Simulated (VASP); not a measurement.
Output of a VASP run:

**OSZICAR**
```
       N       E                     dE             d eps       ncg     rms          rms(c)
DAV:   1     0.145060672480E+03    0.14506E+03   -0.97544E+03  1730   0.166E+03
DAV:   2    -0.211902558467E+01   -0.14718E+03   -0.14338E+03  1743   0.371E+02
DAV:   3    -0.881083952303E+01   -0.66918E+01   -0.66081E+01  2163   0.860E+01
DAV:   4    -0.892116064347E+01   -0.11032E+00   -0.11031E+00  2002   0.105E+01
DAV:   5    -0.892636513877E+01   -0.52045E-02   -0.52044E-02  2532   0.203E+00    0.684E+00
DAV:   6    -0.875285490913E+01    0.17351E+00   -0.42833E-01  1981   0.100E+01    0.325E+00
DAV:   7    -0.871669983946E+01    0.36155E-01   -0.73896E-02  2194   0.542E+00    0.142E+00
DAV:   8    -0.870987722039E+01    0.68226E-02   -0.19612E-02  1911   0.143E+00    0.389E-01
DAV:   9    -0.870914041314E+01    0.73681E-03   -0.19171E-03  2163   0.795E-01    0.533E-02
DAV:  10    -0.870914442215E+01   -0.40090E-05   -0.46092E-05  2240   0.114E-01    0.228E-02
DAV:  11    -0.870914565026E+01   -0.12281E-05   -0.44272E-06  1988   0.227E-02    0.320E-03
DAV:  12    -0.870914600371E+01   -0.35345E-06   -0.31493E-07  1099   0.593E-03
   1 F= -.87091460E+01 E0= -.87086403E+01  d E =-.151712E-02
```

File OUTCAR:
```
------------------------ aborting loop because EDIFF is reached ----------------------------------------
  FORCE on cell =-STRESS in cart. coord.  units (eV):
  Direction    XX          YY          ZZ          XY          YZ          ZX
  --------------------------------------------------------------------------------------
  Total        1.4075971      1.4075971      1.4075971      0.0000000      0.0000000     -0.0000000
  in kB       65.6959893     65.6959893     65.6959893      0.0000000      0.0000000     -0.0000000
  external PRESSURE =      65.6959893 kB  Pullay stress =       0.0000000 kB
  volume of cell :       34.33
      direct lattice vectors                 reciprocal lattice vectors
     3.250000000  0.000000000  0.000000000     0.307692308  0.000000000  0.000000000
     0.000000000  3.250000000  0.000000000     0.000000000  0.307692308  0.000000000
     0.000000000  0.000000000  3.250000000     0.000000000  0.000000000  0.307692308
 POSITION                                       TOTAL-FORCE (eV/Angst)
 -----------------------------------------------------------------------------------
      1.62500      1.62500      1.62500         0.000000      0.000000      0.000000
      0.00000      0.00000      0.00000         0.000000      0.000000      0.000000
 -----------------------------------------------------------------------------------
    total drift:                                0.000000      0.000000     -0.000000
  FREE ENERGIE OF THE ION-ELECTRON SYSTEM (eV)
  ---------------------------------------------------
  free  energy   TOTEN  =        -8.7091460037 eV

  energy  without entropy=       -8.7076288883  energy(sigma->0) =       -8.70864030
```
(Selected blocks of OUTCAR.)

File POSCAR:
```
PdIn
1
    3.2500000000     0.0000000000     0.0000000000
    0.0000000000     3.2500000000     0.0000000000
    0.0000000000     0.0000000000     3.2500000000
In Pd
1 1
Direct
  0.5000000000   0.5000000000   0.5000000000
  0.0000000000   0.0000000000   0.0000000000
```

Write an INCAR and KPOINTS that could have produced this output.

Several could match; the one computed here: the input of the run itself, PBE GGA, plane waves, VASP's PBE PAW potentials (set 64).

**KPOINTS**
```
Automatic mesh
0
Gamma
10 10 10
0 0 0
```

INCAR:
```
ALGO=Normal
EDIFF=1E-6
ENCUT=400
GGA=PE
ISIF=2
ISMEAR=1
LASPH=.True.
LCHARG=.False.
LMAXMIX=4
LREAL=.False.
LWAVE=.False.
NELM=100
PREC=Accurate
SIGMA=0.1
SYSTEM=PdIn
```

POTCAR, in this order: In_d Pd (PBE.64 set). Program: vasp_std.

The compound is PdIn in the CsCl type structure. The cell was not relaxed at this level. The electron count is odd and the run is not spin-polarised, which forces a metal.
